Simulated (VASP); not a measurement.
A cell of PbSe (rock salt) near equilibrium:

```xyz
2
Lattice="0.0000 3.0874 3.0874 3.0874 0.0000 3.0874 3.0874 3.0874 0.0000" Properties=species:S:1:pos:R:3 pbc="T T T"
Pb     0.0000     0.0000     0.0000
Se     3.0874     3.0874     3.0874
```

The numbers are results of r2SCAN meta-GGA, VASP's PBE PAW potentials (set 64) (plane waves; VASP), not measurements.

Unless said otherwise, spin-orbit coupling is left out, though it shifts the bands of the heavy elements here.

| run | ΔE (meV/atom) | σxx | σyy | σzz | largest shear component, with its sign (GPa) | gap (eV) |
|---|---|---|---|---|---|---|
| as it is | 0.0 | 0.09 | 0.09 | 0.09 | 0.00 | 0.67 |
| after one change | 0.0 | 0.09 | 0.09 | 0.09 | 0.09 | 0.64 |
Stress is in GPa, positive when the cell is compressed; gaps are those on the k-mesh, and 0.00 means metallic.

Task: What was changed between the two runs?
A. biaxial strain of +3.0 % in the yz plane
B. isotropic strain of +1.0 %
C. biaxial strain of -4.0 % in the yz plane
D. shear strain γ_xz = -0.5 %

Result: D, shear strain γ_xz = -0.5 %

The compound is PbSe in the rock salt structure.
